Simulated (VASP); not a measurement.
Output of a VASP run:

### OSZICAR
```
       N       E                     dE             d eps       ncg     rms          rms(c)
DAV:   1     0.725966387424E+02    0.72597E+02   -0.77230E+03  3206   0.142E+03
DAV:   2    -0.130130815460E+02   -0.85610E+02   -0.82734E+02  3438   0.326E+02
DAV:   3    -0.144501798827E+02   -0.14371E+01   -0.14244E+01  3681   0.417E+01
DAV:   4    -0.144581315295E+02   -0.79516E-02   -0.79508E-02  3409   0.323E+00
DAV:   5    -0.144581867605E+02   -0.55231E-04   -0.55231E-04  3592   0.285E-01    0.232E+01
DAV:   6    -0.139397068418E+02    0.51848E+00   -0.56903E-01  3418   0.100E+01    0.953E+00
DAV:   7    -0.137997312146E+02    0.13998E+00   -0.30945E-01  3526   0.690E+00    0.545E-01
DAV:   8    -0.137947646289E+02    0.49666E-02   -0.43412E-03  3265   0.104E+00    0.103E-01
DAV:   9    -0.137946378556E+02    0.12677E-03   -0.13879E-04  3690   0.145E-01    0.406E-02
DAV:  10    -0.137946374324E+02    0.42322E-06   -0.15478E-05  3471   0.554E-02    0.978E-04
DAV:  11    -0.137946375983E+02   -0.16587E-06   -0.13533E-07  1877   0.525E-03
   1 F= -.12841888E+02 E0= -.12841668E+02  d E =-.128419E+02
```

**OUTCAR**
```
------------------------ aborting loop because EDIFF is reached ----------------------------------------
  FORCE on cell =-STRESS in cart. coord.  units (eV):
  Direction    XX          YY          ZZ          XY          YZ          ZX
  --------------------------------------------------------------------------------------
  Total        0.9400535      0.9400535      0.9400535      0.0000000      0.0000000     -0.0000000
  in kB       98.6674540     98.6674540     98.6674540      0.0000000      0.0000000     -0.0000000
  external PRESSURE =      -1.3325460 kB  Pullay stress =     100.0000000 kB
  volume of cell :       15.26
      direct lattice vectors                 reciprocal lattice vectors
    -1.562702900  1.562702900  1.562702900     0.000000000  0.319958451  0.319958451
     1.562702900 -1.562702900  1.562702900     0.319958451  0.000000000  0.319958451
     1.562702900  1.562702900 -1.562702900     0.319958451  0.319958451  0.000000000
 POSITION                                       TOTAL-FORCE (eV/Angst)
 -----------------------------------------------------------------------------------
      0.00000      0.00000      0.00000         0.000000     -0.000000      0.000000
 -----------------------------------------------------------------------------------
    total drift:                                0.000000     -0.000000     -0.000000
  FREE ENERGIE OF THE ION-ELECTRON SYSTEM (eV)
  ---------------------------------------------------
  free  energy   TOTEN  =       -13.7946375983 eV

  energy  without entropy=      -13.7939760145  energy(sigma->0) =      -13.79441707
  enthalpy is  TOTEN    =       -12.8418882434 eV   P V=        0.9527493549

 reached required accuracy - stopping structural energy minimisation
```
(Selected blocks of OUTCAR.)

### POSCAR
```
W
1
   -1.5627029002     1.5627029002     1.5627029002
    1.5627029002    -1.5627029002     1.5627029002
    1.5627029002     1.5627029002    -1.5627029002
W
1
Direct
  0.0000000000   0.0000000000   0.0000000000
```

Task: Reconstruct the remaining input files.

Result: One answer among several that fit: the input of the run itself, PBEsol GGA, plane waves, VASP's PBE PAW potentials (set 64).

KPOINTS:
```
Automatic mesh
0
Gamma
16 16 16
0 0 0
```

### INCAR
```
PSTRESS = 100   # kbar
ALGO = Normal   # blocked Davidson
ISMEAR = 1   # Methfessel-Paxton
IBRION = 2
LASPH = .TRUE.
LREAL = .FALSE.
LCHARG = .FALSE.
PREC = Accurate
ISIF = 3   # ions, shape and volume
NELM = 100
LWAVE = .FALSE.
EDIFFG = -0.02   # ionic stop
ENCUT = 500
EDIFF = 1E-6
SYSTEM = W
GGA = PS   # PBEsol
NSW = 40
LMAXMIX = 6
SIGMA = 0.1   # width (eV)
```

POTCAR, in this order: W_sv (PBE.64 set). Program: vasp_std.

The compound is W in the bcc structure. It was relaxed first under an external pressure of 10 GPa.
